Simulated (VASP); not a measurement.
Input:

```xyz
1
Lattice="0.0000 1.8050 1.8050 1.8050 0.0000 1.8050 1.8050 1.8050 0.0000" Properties=species:S:1:pos:R:3 pbc="T T T"
Cu     0.0000     0.0000     0.0000
```

The numbers are results of revTPSS meta-GGA, VASP's PBE PAW potentials (set 64) (plane waves; VASP), not measurements. Run with 520 eV cut-off, 16×16×16 Γ-centred mesh, first-order Methfessel-Paxton smearing of 0.10 eV, potentials Cu.

Energy and stress use the plane-wave basis of the starting cell.

Q: The ions, cell shape and volume are relaxed. Predict the relaxed structure.

A: 
```xyz
1
Lattice="0.0000 1.7816 1.7816 1.7816 0.0000 1.7816 1.7816 1.7816 0.0000" Properties=species:S:1:pos:R:3 pbc="T T T"
Cu     0.0000     0.0000     0.0000
```
Space group Fm-3m (225), at a tolerance of 0.03 Å.

Q: How do energy and volume change from the first to the last step?

A: The energy (σ→0) changes by -10.0 meV/atom and the volume by -3.8 %, in 4 ionic steps.

| step | E(σ→0) (eV) | max force (eV/Å) | pressure (GPa) | volume (Å³) |
|---|---|---|---|---|
| 1 | 0.6860 | 0.000 | -6.02 | 11.76 |
| 2 | 0.6802 | 0.000 | 4.85 | 11.02 |
| 3 | 0.6761 | 0.000 | 0.29 | 11.29 |
| 4 | 0.6761 | 0.000 | -0.05 | 11.31 |

The compound is Cu in the fcc structure. This run relaxes it. Symmetry was kept, so distortions that lower it aren't found.
